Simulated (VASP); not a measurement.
Here is the system:

```
CELL_PARAMETERS angstrom
      0.00000     2.74605     2.74605
      2.74605     0.00000     2.74605
      2.74605     2.74605     0.00000
ATOMIC_POSITIONS crystal
  Si 0.25000 0.25000 0.25000
  Si 0.75000 0.75000 0.75000
  Ni 0.00000 0.00000 0.00000
```

These are AM05 GGA, VASP's PBE PAW potentials (set 64) (plane waves; VASP) values and carry that method's errors. Run with 520 eV cut-off, 10×10×10 Γ-centred mesh, first-order Methfessel-Paxton smearing of 0.10 eV, potentials Si Ni.

Problem. Give the stress tensor in GPa (positive for a compressed cell).

Solution. 
```
-8.87   0.00   0.00
 0.00  -8.87   0.00
 0.00   0.00  -8.87
```
The pressure is its mean diagonal, -8.87 GPa.

The compound is NiSi2 in the fluorite structure. This cell is one point of a volume scan, at 1.06 of the reference volume. The run is not spin-polarised, so no magnetic state was tried.
